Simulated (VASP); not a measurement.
Crystal: MoS2.

```
CELL_PARAMETERS angstrom
3.16100 0.00000 0.00000
-1.58050 2.73751 0.00000
0.00000 0.00000 11.68025
ATOMIC_POSITIONS crystal
Mo 0.33333 0.66667 0.25000
Mo 0.66667 0.33333 0.75000
S 0.66667 0.33333 0.38399
S 0.66667 0.33333 0.11601
S 0.33333 0.66667 0.88399
S 0.33333 0.66667 0.61601
```

The cell was built by a generator and needn't be a form met in nature.

Base run:

```yaml
Program: VASP 6.6.1
Functional: PBEsol
Potentials_or_basis: VASP PAW PBE potentials, release 64 (Mo_sv, S)
Cutoff: 520 eV
k_mesh: 8 × 8 × 2
Occupations: fermi-dirac, width 0.05 eV
Spin: no spin polarisation
```

Its results: band gap on the k mesh 0.65 eV, indirect (least direct gap 1.86 eV); pressure -1.4 GPa; largest force 0.402 eV/Å.

Task: After a change of settings the same cell gave: band gap on the k mesh 0.79 eV, indirect (least direct gap 2.03 eV); pressure 1.8 GPa; largest force 0.486 eV/Å. Which change was it?
A. functional from PBEsol to vdW-DF2
B. functional from PBEsol to LDA; potentials or basis from VASP PAW PBE potentials, release 64 (Mo_sv, S) to VASP PAW LDA potentials, release 64 (Mo_sv, S)
C. functional from PBEsol to PBE; dispersion from none to D4
D. functional from PBEsol to SCAN

Result: D.

SCAN gives the wider gap, since meta-GGAs in the generalised Kohn-Sham scheme recover part of the derivative discontinuity.

Caveats: the PAW data sets were made with another functional, which shifts forces and pressure a little.

Not every run made on this cell is shown here.
